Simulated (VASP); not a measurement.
```
CELL_PARAMETERS angstrom
      4.35152     0.00000     0.00000
      0.00000     4.35152     0.00000
      0.00000     0.00000     4.35152
ATOMIC_POSITIONS crystal
  Cu 0.75000 0.25000 0.75000
  Cu 0.25000 0.75000 0.75000
  Cu 0.75000 0.75000 0.25000
  Cu 0.25000 0.25000 0.25000
  O  0.00000 0.00000 0.00000
  O  0.50000 0.50000 0.50000
```

These are revTPSS meta-GGA, VASP's PBE PAW potentials (set 64) (plane waves; VASP) values and carry that method's errors. Settings: 520 eV cut-off, 5×5×5 Γ-centred mesh, Gaussian smearing of 0.050 eV, potentials Cu O.

Task: Predict the energy per atom (σ→0), pressure, band gap (on the k-mesh) with the smallest direct gap where there is one.

Result: 
```json
{
  "band gap (on the k-mesh)": "0.40 eV",
  "smallest direct gap (on the k-mesh)": "0.40 eV",
  "energy per atom (σ→0)": "-1.908 eV/atom",
  "pressure": "-6.45 GPa"
}
```

The compound is Cu2O in the cuprite structure. This cell is one point of a volume scan, at 1.06 of the reference volume.
